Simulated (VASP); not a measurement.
Given:

```
BaTe
1.0
    0.00000     3.61402     3.61402
    3.61402     0.00000     3.61402
    3.61402     3.61402     0.00000
Ba Te
1 1
Direct
  0.00000   0.00000   0.00000
  0.50000   0.50000   0.50000
```

These are vdW-DF2, VASP's PBE PAW potentials (set 64) (plane waves; VASP 6.6.1) values and carry that method's errors. Numerical set-up: 520 eV cut-off, Gaussian smearing of 0.050 eV, potentials Ba_sv Te.

Unless said otherwise, spin-orbit coupling is left out, though it shifts the bands of the heavy elements here.

What does the run give for the band gap (along the path) with the smallest direct gap where there is one?

| Item | Result |
|---|---|
| band gap (along the path) | 1.68 eV |
| smallest direct gap (along the path) | 2.05 eV |

Only differences to runs with the same potentials and settings are physical.

The compound is BaTe in the rock salt structure. It was relaxed first, which changed the volume by +10 %.
